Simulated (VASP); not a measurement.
Level of theory: LDA (Ceperley-Alder, Perdew-Zunger), VASP's LDA PAW potentials (set 64) (plane waves; VASP).

VASP ran on this input.

File POSCAR:
```
NiGe
1
    5.3296500000     0.0000000000     0.0000000000
    0.0000000000     3.4509200000     0.0000000000
    0.0000000000     0.0000000000     5.7707300000
Ni Ge
4 4
Direct
  0.5055400000   0.2500000000   0.6907300000
  0.4944600000   0.7500000000   0.3092700000
  0.9944600000   0.7500000000   0.1907300000
  0.0055400000   0.2500000000   0.8092700000
  0.6896600000   0.2500000000   0.0869800000
  0.3103400000   0.7500000000   0.9130200000
  0.8103400000   0.7500000000   0.5869800000
  0.1896600000   0.2500000000   0.4130200000
```

File KPOINTS:
```
Automatic mesh
0
Gamma
1 1 1
0.5 0.5 0.5
```

**INCAR**
```
# general
SYSTEM  = NiGe
PREC    = Accurate
ENCUT   = 300
LREAL   = .FALSE.   # projection in real space or not
LASPH   = .TRUE.

# electronic loop
EDIFF   = 1E-6
NELM    = 100   # most electronic steps
ALGO    = Normal   # blocked Davidson
LMAXMIX = 4

# smearing
ISMEAR  = -1
SIGMA   = 0.05   # width (eV)

# ions
ISIF    = 2   # forces and stress, cell fixed

# output
LWAVE   = .FALSE.
LCHARG  = .FALSE.
```

POTCAR, in this order: Ni Ge_d (LDA.64 set). Program: vasp_std.

What VASP printed:

### OUTCAR
```
 ion  position               nearest neighbor table
   1  0.506  0.250  0.691-   8 2.32   6 2.39   6 2.39   7 2.44   7 2.44   5 2.49   4 2.75   4 2.75
                             2 2.80   2 2.80
   2  0.494  0.750  0.309-   7 2.32   5 2.39   5 2.39   8 2.44   8 2.44   6 2.49   3 2.75   3 2.75
                             1 2.80   1 2.80
   3  0.994  0.750  0.191-   6 2.32   8 2.39   8 2.39   5 2.44   5 2.44   7 2.49   2 2.75   2 2.75
                             4 2.80   4 2.80
   4  0.006  0.250  0.809-   5 2.32   7 2.39   7 2.39   6 2.44   6 2.44   8 2.49   1 2.75   1 2.75
                             3 2.80   3 2.80
   5  0.690  0.250  0.087-   4 2.32   2 2.39   2 2.39   3 2.44   3 2.44   1 2.49   6 2.84   6 2.84
  LATTYP: Found a simple orthorhombic cell.
 ALAT       =     3.4509200000
 B/A-ratio  =     1.5444142432
 C/A-ratio  =     1.6722294345
 Subroutine PRICEL returns:
 Original cell was already a primitive cell.
 Subroutine GETGRP returns: Found  8 space group operations
The static configuration has the point symmetry S_2 .
 The point group associated with its full space group is D_2h.
The dynamic configuration has the point symmetry S_2 .
 Subroutine INISYM returns: Found  8 space group operations
 Subroutine IBZKPT returns following result:
 Found      1 irreducible k-points:

 Following reciprocal coordinates:
            Coordinates               Weight
  0.500000  0.500000  0.500000      1.000000
   k-points           NKPTS =      1   k-points in BZ     NKDIM =      1   number of bands    NBANDS=     57
   number of dos      NEDOS =    301   number of ions     NIONS =      8
   total plane-waves  NPLWV =  21600
   dimension x,y,z NGX =    30 NGY =   20 NGZ =   36
   dimension x,y,z NGXF=    60 NGYF=   40 NGZF=   72
   ions per type =               4   4
   PREC   = accura    normal or accurate (medium, high low for compatibility)
   ISTART =      0    job   : 0-new  1-cont  2-samecut
   ICHARG =      2    charge: 1-file 2-atom 10-const
   ISPIN  =      1    spin polarized calculation?
   LNONCOLLINEAR =      F non collinear calculations
   LSORBIT =      F    spin-orbit coupling
   INIWAV =      1    electr: 0-lowe 1-rand  2-diag
...
```

File OSZICAR:
```
       N       E                     dE             d eps       ncg     rms          rms(c)
DAV:   1     0.829713135887E+03    0.82971E+03   -0.28938E+04   130   0.316E+03
DAV:   2     0.981636275202E+02   -0.73155E+03   -0.70402E+03   114   0.779E+02
DAV:   3    -0.512452027941E+02   -0.14941E+03   -0.14614E+03   114   0.221E+02
DAV:   4    -0.600850746480E+02   -0.88399E+01   -0.87076E+01   130   0.612E+01
DAV:   5    -0.602876101189E+02   -0.20254E+00   -0.20226E+00   116   0.101E+01    0.206E+01
DAV:   6    -0.656734072372E+02   -0.53858E+01   -0.73482E+01   148   0.749E+01    0.259E+01
DAV:   7    -0.562843199194E+02    0.93891E+01   -0.24998E+01   123   0.565E+01    0.390E+00
DAV:   8    -0.564620695923E+02   -0.17775E+00   -0.50143E+00   124   0.106E+01    0.416E+00
DAV:   9    -0.563035891041E+02    0.15848E+00   -0.79832E-01   115   0.766E+00    0.693E-01
DAV:  10    -0.563045182896E+02   -0.92919E-03   -0.51190E-02   115   0.191E+00    0.341E-01
DAV:  11    -0.563037947848E+02    0.72350E-03   -0.19607E-03   130   0.309E-01    0.151E-01
DAV:  12    -0.563036783519E+02    0.11643E-03   -0.35611E-04   148   0.181E-01    0.612E-02
DAV:  13    -0.563036563960E+02    0.21956E-04   -0.83836E-05   147   0.681E-02    0.177E-02
DAV:  14    -0.563036561185E+02    0.27747E-06   -0.86346E-06    99   0.233E-02
   1 F= -.56303656E+02 E0= -.56303656E+02  d E =-.166000E-10
```

### OUTCAR
```
------------------------ aborting loop because EDIFF is reached ----------------------------------------
  FORCE on cell =-STRESS in cart. coord.  units (eV):
  Direction    XX          YY          ZZ          XY          YZ          ZX
  --------------------------------------------------------------------------------------
  Total      -18.8704027     11.9244141    -22.0738090     -0.0000000      0.0000000      0.0000000
  in kB     -284.8573396    180.0044724   -333.2142193     -0.0000000      0.0000000      0.0000000
  external PRESSURE =    -146.0223622 kB  Pullay stress =       0.0000000 kB
  volume of cell :      106.14
      direct lattice vectors                 reciprocal lattice vectors
     5.329650000  0.000000000  0.000000000     0.187629582  0.000000000  0.000000000
     0.000000000  3.450920000  0.000000000     0.000000000  0.289777798  0.000000000
     0.000000000  0.000000000  5.770730000     0.000000000  0.000000000  0.173288301
 POSITION                                       TOTAL-FORCE (eV/Angst)
 -----------------------------------------------------------------------------------
      2.69435      0.86273      3.98602         0.281990      0.000000     -0.435182
      2.63530      2.58819      1.78471        -0.281990     -0.000000      0.435182
      5.30012      2.58819      1.10065        -0.281990      0.000000     -0.435182
      0.02953      0.86273      4.67008         0.281990      0.000000      0.435182
      3.67565      0.86273      0.50194        -0.130889      0.000000      0.456907
      1.65400      2.58819      5.26879         0.130889     -0.000000     -0.456907
      4.31883      2.58819      3.38730         0.130889      0.000000      0.456907
      1.01082      0.86273      2.38343        -0.130889     -0.000000     -0.456907
 -----------------------------------------------------------------------------------
    total drift:                                0.000000     -0.000000      0.000000
  FREE ENERGIE OF THE ION-ELECTRON SYSTEM (eV)
  ---------------------------------------------------
  free  energy   TOTEN  =       -56.3036561185 eV

  energy  without entropy=      -56.3036561185  energy(sigma->0) =      -56.30365612
```
(Selected blocks of OUTCAR.)

At this cut-off the stress carries a Pulay error, which pulls relaxed volumes low.

The structure comes from a computed database's NiGe entry; how it stands against other phases isn't given here. The cell was not relaxed at this level. The k-mesh is coarse (spacing up to 1.82 per Å, 2π included), so the numbers may not be converged in it. The run is one of a series of settings (KPOINTS 1×1×1 Γ-centred mesh shifted by (0.5, 0.5, 0.5) against the base run), some of them coarse on purpose. The run is not spin-polarised, so no magnetic state was tried.
